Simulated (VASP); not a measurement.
Here is the system:

```yaml
crystal:
  lattice:
    - [6.30071, 0.00000, -0.00009]
    - [0.00000, 3.85042, 0.00000]
    - [-0.00536, 0.00000, 6.68107]
  atoms:
    - { symbol: Mg, position: [0.50070, 0.00000, 0.66652] }
    - { symbol: Zn, position: [0.49884, 0.50000, 0.16684] }
    - { symbol: Zn, position: [0.99927, 0.50000, 0.83654] }
    - { symbol: Zn, position: [0.99868, 0.00000, 0.32978] }
    - { symbol: S, position: [0.11358, 0.00000, 0.66542] }
    - { symbol: S, position: [0.12718, 0.50000, 0.16737] }
    - { symbol: S, position: [0.63019, 0.50000, 0.84303] }
    - { symbol: S, position: [0.62765, 0.00000, 0.32441] }
```

Method: r2SCAN meta-GGA, VASP's PBE PAW potentials (set 64) (plane waves; VASP). Run with 400 eV cut-off, 4×7×4 Γ-centred mesh, tetrahedra with Blöchl corrections, potentials Mg Zn S.

The cores are frozen, which limits the accuracy of field gradients.

Give the principal components of the electric field gradient (V/Å²) and the asymmetry η at each nucleus.

```
atom   Vxx   Vyy    Vzz     η
----  ----  ----  -----  ----
Mg1   -1.7  -0.6    2.3  0.47
Zn2   -4.5  -0.2    4.7  0.91
Zn3    2.1   1.7   -3.7  0.11
Zn4    2.0   1.6   -3.7  0.10
S5    21.5  19.2  -40.7  0.06
S6     1.0   0.2   -1.1  0.72
S7    41.2   3.9  -45.2  0.83
S8    22.1  21.4  -43.5  0.02
```

The structure comes from a computed database's MgZn3S4 entry (Pm); how it stands against other phases isn't given here. It was relaxed first.
